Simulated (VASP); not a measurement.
OSZICAR of a VASP run on CeO$_{2}$ (space group Fm-3m):

### OSZICAR
```
       N       E                     dE             d eps       ncg     rms          rms(c)
DAV:   1     0.219120036031E+03    0.21912E+03   -0.98647E+03   512   0.160E+03
DAV:   2    -0.890747481826E+00   -0.22001E+03   -0.21345E+03   832   0.299E+02
DAV:   3    -0.304551094905E+02   -0.29564E+02   -0.24729E+02   592   0.133E+02
DAV:   4    -0.316953370121E+02   -0.12402E+01   -0.12400E+01   840   0.278E+01
DAV:   5    -0.317580841096E+02   -0.62747E-01   -0.62742E-01   856   0.553E+00    0.309E+01
DAV:   6    -0.292956046493E+02    0.24625E+01   -0.88869E+01   768   0.582E+01    0.246E+01
DAV:   7    -0.282367337939E+02    0.10589E+01   -0.16591E+02   752   0.124E+02    0.216E+01
DAV:   8    -0.274350712068E+02    0.80166E+00   -0.32306E+00   632   0.198E+01    0.138E+01
DAV:   9    -0.262980429510E+02    0.11370E+01   -0.66999E+00   760   0.214E+01    0.162E+00
DAV:  10    -0.262857442176E+02    0.12299E-01   -0.22006E-01   864   0.371E+00    0.116E+00
DAV:  11    -0.262747610673E+02    0.10983E-01   -0.36899E-02   744   0.186E+00    0.130E+00
DAV:  12    -0.262641282050E+02    0.10633E-01   -0.80616E-02   552   0.180E+00    0.809E-01
DAV:  13    -0.262625868997E+02    0.15413E-02   -0.10276E-01   768   0.319E+00    0.745E-01
DAV:  14    -0.262606357401E+02    0.19512E-02   -0.12761E-02   776   0.109E+00    0.319E-01
DAV:  15    -0.262604568188E+02    0.17892E-03   -0.30864E-03   712   0.478E-01    0.531E-02
DAV:  16    -0.262604993964E+02   -0.42578E-04   -0.92272E-04   776   0.254E-01    0.110E-01
DAV:  17    -0.262604522053E+02    0.47191E-04   -0.19576E-04   792   0.127E-01    0.315E-02
DAV:  18    -0.262604438051E+02    0.84002E-05   -0.62553E-05   856   0.705E-02    0.503E-03
DAV:  19    -0.262604432520E+02    0.55309E-06   -0.19161E-06   448   0.142E-02
   1 F= -.26260443E+02 E0= -.26260443E+02  d E =-.115749E-08
```

**Question.** Which electronic solver shows in the log?

**Answer.** It is blocked Davidson (ALGO = Normal, or the opening steps of other solvers). The INCAR had ALGO = Normal.

**Question.** How was spin treated?

**Answer.** Without spin polarisation: there is no mag entry.

**Question.** Can the final energy be trusted as converged?

**Answer.** The calculation finished and met its thresholds. It stopped with EDIFF = 1E-6, NELM = 100 (PBE GGA, plane waves, VASP's PBE PAW potentials (set 64)).

The structure comes from a computed database's CeO2 entry; how it stands against other phases isn't given here. The cell was not relaxed at this level. The run is not spin-polarised, so no magnetic state was tried.
